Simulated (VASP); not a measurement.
These are PBEsol GGA, VASP's PBE PAW potentials (set 64) (plane waves; VASP) values and carry that method's errors.

Input for VASP

**POSCAR**
```
InAs
1.0
  0.0000000000   3.0457034167   3.0457034167
  3.0457034167   0.0000000000   3.0457034167
  3.0457034167   3.0457034167   0.0000000000
In As
1 1
Cart
  0.0000000000   0.0000000000   0.0000000000
  1.5228517083   1.5228517083   1.5228517083
```

INCAR:
```
SYSTEM = InAs
PREC = Accurate
ENCUT = 520
EDIFF = 1E-6
NELM = 100
ALGO = Normal
LREAL = .FALSE.
LASPH = .TRUE.
ISMEAR = 1
SIGMA = 0.1
GGA = PS
LMAXMIX = 4
LWAVE = .FALSE.
LCHARG = .FALSE.
IBRION = 2
ISIF = 3
NSW = 60
EDIFFG = -0.01
```

File KPOINTS:
```
Automatic mesh
0
Gamma
9 9 9
0 0 0
```

POTCAR, in this order: In_d As (PBE.64 set). Program: vasp_std.

The resulting files:

**OUTCAR**
```
 ion  position               nearest neighbor table
   1  0.000  0.000  0.000-   2 2.64   2 2.64   2 2.64   2 2.64
   2  0.250  0.250  0.250-   1 2.64   1 2.64   1 2.64   1 2.64
  LATTYP: Found a face centered cubic cell.
 ALAT       =     6.0914068334
 Subroutine PRICEL returns:
 Original cell was already a primitive cell.
 Subroutine GETGRP returns: Found 24 space group operations
The static configuration has the point symmetry T_d .
The dynamic configuration has the point symmetry T_d .
 Subroutine INISYM returns: Found 24 space group operations
 Subroutine IBZKPT returns following result:
 Found     35 irreducible k-points:

 Following reciprocal coordinates:
            Coordinates               Weight
  0.000000  0.000000  0.000000      1.000000
  0.111111  0.000000  0.000000      8.000000
  0.222222  0.000000  0.000000      8.000000
  0.333333  0.000000  0.000000      8.000000
  0.444444  0.000000  0.000000      8.000000
  0.111111  0.111111  0.000000      6.000000
  0.222222  0.111111  0.000000     24.000000
  0.333333  0.111111  0.000000     24.000000
  0.444444  0.111111  0.000000     24.000000
...
```

**OSZICAR**
```
       N       E                     dE             d eps       ncg     rms          rms(c)
DAV:   1     0.114168688017E+03    0.11417E+03   -0.85624E+03   910   0.149E+03
DAV:   2    -0.187952773601E+00   -0.11436E+03   -0.11091E+03   945   0.327E+02
DAV:   3    -0.855010793321E+01   -0.83622E+01   -0.82996E+01  1218   0.899E+01
DAV:   4    -0.876905052799E+01   -0.21894E+00   -0.21877E+00  1007   0.165E+01
DAV:   5    -0.877906333355E+01   -0.10013E-01   -0.10012E-01  1296   0.321E+00    0.428E+00
DAV:   6    -0.852009421860E+01    0.25897E+00   -0.45619E-01  1348   0.135E+01    0.237E+00
DAV:   7    -0.849023268658E+01    0.29862E-01   -0.12956E-01  1262   0.392E+00    0.670E-01
DAV:   8    -0.848860257196E+01    0.16301E-02   -0.13026E-02  1119   0.166E+00    0.201E-01
DAV:   9    -0.848884633069E+01   -0.24376E-03   -0.10774E-03  1138   0.431E-01    0.109E-01
DAV:  10    -0.848889863297E+01   -0.52302E-04   -0.12861E-04  1391   0.149E-01    0.743E-02
DAV:  11    -0.848891518811E+01   -0.16555E-04   -0.55275E-05   985   0.106E-01    0.447E-02
DAV:  12    -0.848891498917E+01    0.19894E-06   -0.57136E-06  1000   0.205E-02
   1 F= -.84889150E+01 E0= -.84889913E+01  d E =-.848891E+01
```

OUTCAR:
```
------------------------ aborting loop because EDIFF is reached ----------------------------------------
  FORCE on cell =-STRESS in cart. coord.  units (eV):
  Direction    XX          YY          ZZ          XY          YZ          ZX
  --------------------------------------------------------------------------------------
  Total       -0.0111151     -0.0111151     -0.0111151     -0.0000000      0.0000000      0.0000000
  in kB       -0.3151592     -0.3151592     -0.3151592     -0.0000000      0.0000000      0.0000000
  external PRESSURE =      -0.3151592 kB  Pullay stress =       0.0000000 kB
  volume of cell :       56.51
      direct lattice vectors                 reciprocal lattice vectors
     0.000000000  3.045703417  3.045703417    -0.164165689  0.164165689  0.164165689
     3.045703417  0.000000000  3.045703417     0.164165689 -0.164165689  0.164165689
     3.045703417  3.045703417  0.000000000     0.164165689  0.164165689 -0.164165689
  FREE ENERGIE OF THE ION-ELECTRON SYSTEM (eV)
  ---------------------------------------------------
  free  energy   TOTEN  =        -8.4889149892 eV

  energy  without entropy=       -8.4891438556  energy(sigma->0) =       -8.48899128

 reached required accuracy - stopping structural energy minimisation
```
(Selected blocks of OUTCAR.)

The compound is InAs in the zinc blende structure. It was relaxed first. The start is the result of an earlier pass.
